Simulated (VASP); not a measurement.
Level of theory: LDA (Ceperley-Alder, Perdew-Zunger), VASP's LDA PAW potentials (set 64) (plane waves; VASP).

The input files of a VASP run:

INCAR:
```
# general
SYSTEM=Be
PREC  =Accurate
ENCUT =400
LREAL =F
LASPH =T

# electronic loop
EDIFF =1E-6
NELM  =100
ALGO  =Normal

# smearing
ISMEAR=1
SIGMA =0.1

# ions
IBRION=2
NSW   =60
ISIF  =3
EDIFFG=-0.01

# output
LWAVE =F
LCHARG=F
```

### POSCAR
```
Be
1
    1.1450000000    -1.9831980000     0.0000000000
    1.1450000000     1.9831980000     0.0000000000
    0.0000000000     0.0000000000     3.5800000000
Be
2
Direct
  0.3333330000   0.6666670000   0.2500000000
  0.6666670000   0.3333330000   0.7500000000
```

KPOINTS:
```
K-points
0
gamma
16 16 9
```

POTCAR, in this order: Be (LDA.64 set). Program: vasp_std.

The resulting files:

OUTCAR:
```
 ion  position               nearest neighbor table
   1  0.333  0.667  0.250-   2 2.23   2 2.23   2 2.23   2 2.23   2 2.23   2 2.23
   2  0.667  0.333  0.750-   1 2.23   1 2.23   1 2.23   1 2.23   1 2.23   1 2.23
  LATTYP: Found a hexagonal cell.
 ALAT       =     2.2899998487
 C/A-ratio  =     1.5633188806
 Subroutine PRICEL returns:
 Original cell was already a primitive cell.
 Subroutine GETGRP returns: Found 24 space group operations
The static configuration has the point symmetry D_3d.
 The point group associated with its full space group is D_6h.
The dynamic configuration has the point symmetry D_3d.
 Subroutine INISYM returns: Found 24 space group operations
 Subroutine IBZKPT returns following result:
 Found    150 irreducible k-points:

 Following reciprocal coordinates:
            Coordinates               Weight
  0.000000  0.000000  0.000000      1.000000
  0.062500  0.000000  0.000000      6.000000
  0.125000  0.000000  0.000000      6.000000
  0.187500  0.000000  0.000000      6.000000
  0.250000  0.000000  0.000000      6.000000
  0.312500  0.000000  0.000000      6.000000
  0.375000  0.000000  0.000000      6.000000
  0.437500  0.000000  0.000000      6.000000
  0.500000  0.000000  0.000000      3.000000
  0.062500  0.062500  0.000000      6.000000
  0.125000  0.062500  0.000000     12.000000
  0.187500  0.062500  0.000000     12.000000
  0.250000  0.062500  0.000000     12.000000
  0.312500  0.062500  0.000000     12.000000
  0.375000  0.062500  0.000000     12.000000
  0.437500  0.062500  0.000000     12.000000
  0.125000  0.125000  0.000000      6.000000
  0.187500  0.125000  0.000000     12.000000
  0.250000  0.125000  0.000000     12.000000
  0.312500  0.125000  0.000000     12.000000
  0.375000  0.125000  0.000000     12.000000
  0.437500  0.125000  0.000000      6.000000
  0.187500  0.187500  0.000000      6.000000
  0.250000  0.187500  0.000000     12.000000
  0.312500  0.187500  0.000000     12.000000
  0.375000  0.187500  0.000000     12.000000
  0.250000  0.250000  0.000000      6.000000
  0.312500  0.250000  0.000000     12.000000
  0.375000  0.250000  0.000000      6.000000
  0.312500  0.312500  0.000000      6.000000
  0.000000  0.000000  0.111111      2.000000
  0.062500  0.000000  0.111111     12.000000
  0.125000  0.000000  0.111111     12.000000
  0.187500  0.000000  0.111111     12.000000
  0.250000  0.000000  0.111111     12.000000
  0.312500  0.000000  0.111111     12.000000
  0.375000  0.000000  0.111111     12.000000
  0.437500  0.000000  0.111111     12.000000
  0.500000  0.000000  0.111111      6.000000
  0.062500  0.062500  0.111111     12.000000
   k-points           NKPTS =    150   k-points in BZ     NKDIM =    150   number of bands    NBANDS=      6
   number of dos      NEDOS =    301   number of ions     NIONS =      2
   total plane-waves  NPLWV =   6144
   dimension x,y,z NGX =    16 NGY =   16 NGZ =   24
   dimension x,y,z NGXF=    32 NGYF=   32 NGZF=   48
   ions per type =               2
   PREC   = accura    normal or accurate (medium, high low for compatibility)
   ISTART =      0    job   : 0-new  1-cont  2-samecut
   ICHARG =      2    charge: 1-file 2-atom 10-const
   ISPIN  =      1    spin polarized calculation?
   LNONCOLLINEAR =      F non collinear calculations
   LSORBIT =      F    spin-orbit coupling
   INIWAV =      1    electr: 0-lowe 1-rand  2-diag
   ENCUT  =  400.0 eV  29.40 Ry    5.42 a.u.   3.73  3.73  5.84*2*pi/ulx,y,z
   NELM   =    100;   NELMIN=  2; NELMDL= -5     # of ELM steps
   EDIFF  = 0.1E-05   stopping-criterion for ELM
   LREAL  =      F    real-space projection
...
```

OSZICAR:
```
       N       E                     dE             d eps       ncg     rms          rms(c)
DAV:   1    -0.514318330710E+01   -0.51432E+01   -0.15700E+03  1854   0.447E+02
DAV:   2    -0.842330090969E+01   -0.32801E+01   -0.31730E+01  2616   0.416E+01
DAV:   3    -0.843781006602E+01   -0.14509E-01   -0.14509E-01  2250   0.309E+00
DAV:   4    -0.843781400473E+01   -0.39387E-05   -0.39395E-05  2580   0.515E-02
DAV:   5    -0.843781400593E+01   -0.11960E-08   -0.92047E-09  2214   0.473E-04    0.120E+00
DAV:   6    -0.840726193061E+01    0.30552E-01   -0.21927E-03  2064   0.409E-01    0.723E-01
DAV:   7    -0.839283768520E+01    0.14424E-01   -0.38439E-03  2064   0.524E-01    0.172E-02
DAV:   8    -0.839283035914E+01    0.73261E-05   -0.10195E-05  2658   0.353E-02    0.483E-03
DAV:   9    -0.839282956184E+01    0.79730E-06   -0.43842E-07  1866   0.740E-03
   1 F= -.83928296E+01 E0= -.83927742E+01  d E =-.839283E+01
       N       E                     dE             d eps       ncg     rms          rms(c)
DAV:   1    -0.842281168417E+01   -0.29981E-01   -0.93266E-02  1878   0.339E+00    0.126E-01
DAV:   2    -0.842231275678E+01    0.49893E-03   -0.11065E-04  2604   0.105E-01    0.788E-02
DAV:   3    -0.842203157372E+01    0.28118E-03   -0.42976E-05  1980   0.807E-02    0.387E-03
DAV:   4    -0.842202932336E+01    0.22504E-05   -0.35592E-07  2160   0.681E-03    0.138E-03
DAV:   5    -0.842202905711E+01    0.26625E-06   -0.86537E-08  1062   0.340E-03
   2 F= -.84220291E+01 E0= -.84219590E+01  d E =-.291995E-01
       N       E                     dE             d eps       ncg     rms          rms(c)
DAV:   1    -0.842263835894E+01   -0.60904E-03   -0.22049E-03  1896   0.522E-01    0.198E-02
DAV:   2    -0.842262554481E+01    0.12814E-04   -0.27341E-06  2610   0.165E-02    0.124E-02
DAV:   3    -0.842261830817E+01    0.72366E-05   -0.11570E-06  1914   0.134E-02    0.633E-04
DAV:   4    -0.842261824309E+01    0.65073E-07   -0.10490E-08   972   0.119E-03
   3 F= -.84226182E+01 E0= -.84225455E+01  d E =-.297887E-01
       N       E                     dE             d eps       ncg     rms          rms(c)
DAV:   1    -0.842261176276E+01    0.65454E-05   -0.48826E-05  1890   0.778E-02    0.297E-03
DAV:   2    -0.842261146801E+01    0.29475E-06   -0.61012E-08  2022   0.248E-03
   4 F= -.84226115E+01 E0= -.84225383E+01  d E =-.297819E-01
       N       E                     dE             d eps       ncg     rms          rms(c)
DAV:   1    -0.842275340547E+01   -0.14164E-03   -0.15957E-03  2250   0.266E-01    0.145E-02
DAV:   2    -0.842275186126E+01    0.15442E-05   -0.66141E-06  2004   0.216E-02    0.878E-03
DAV:   3    -0.842275062666E+01    0.12346E-05   -0.82603E-07  1866   0.503E-03    0.118E-04
DAV:   4    -0.842275062846E+01   -0.18080E-08   -0.10018E-08  1056   0.923E-04
   5 F= -.84227506E+01 E0= -.84226629E+01  d E =-.139160E-03
       N       E                     dE             d eps       ncg     rms          rms(c)
DAV:   1    -0.842275127738E+01   -0.65073E-06   -0.83420E-06  2286   0.192E-02    0.104E-03
DAV:   2    -0.842275127011E+01    0.72720E-08   -0.34340E-08  1068   0.156E-03
   6 F= -.84227513E+01 E0= -.84226623E+01  d E =-.139802E-03
```

**OUTCAR**
```
------------------------ aborting loop because EDIFF is reached ----------------------------------------
  FORCE on cell =-STRESS in cart. coord.  units (eV):
  Direction    XX          YY          ZZ          XY          YZ          ZX
  --------------------------------------------------------------------------------------
  Total        0.0138560      0.0138560      0.0149830     -0.0000000      0.0000000     -0.0000000
  in kB        1.4669570      1.4669568      1.5862723     -0.0000000      0.0000000     -0.0000000
  external PRESSURE =       1.5067287 kB  Pullay stress =       0.0000000 kB
  volume of cell :       15.13
      direct lattice vectors                 reciprocal lattice vectors
     1.115811307 -1.932641714 -0.000000000     0.448104439 -0.258713240 -0.000000000
     1.115811307  1.932641714  0.000000000     0.448104439  0.258713240 -0.000000000
     0.000000000  0.000000000  3.508798705    -0.000000000 -0.000000000  0.284997825
 POSITION                                       TOTAL-FORCE (eV/Angst)
 -----------------------------------------------------------------------------------
      1.11581      0.64422      0.87720         0.000000     -0.000000      0.000000
      1.11581     -0.64422      2.63160        -0.000000      0.000000      0.000000
 -----------------------------------------------------------------------------------
    total drift:                                0.000000     -0.000002      0.000004
  FREE ENERGIE OF THE ION-ELECTRON SYSTEM (eV)
  ---------------------------------------------------
  free  energy   TOTEN  =        -8.4227512701 eV

  energy  without entropy=       -8.4224844985  energy(sigma->0) =       -8.42266235

 reached required accuracy - stopping structural energy minimisation
```
(Selected blocks of OUTCAR.)

**CONTCAR**
```
Be
   1.00000000000000
     1.1158113071899349   -1.9326417143828498   -0.0000000000000000
     1.1158113071899349    1.9326417143828498    0.0000000000000000
     0.0000000000000000    0.0000000000000000    3.5087987053728797
  Be
     2
Direct
     0.3333330000000032    0.6666669999999968    0.2500000000000000
     0.6666669999999968    0.3333330000000032    0.7500000000000000
```

Energy and stress use the plane-wave basis of the starting cell.

The compound is Be in the hcp structure. This run relaxes it. Symmetry was kept, so distortions that lower it aren't found.
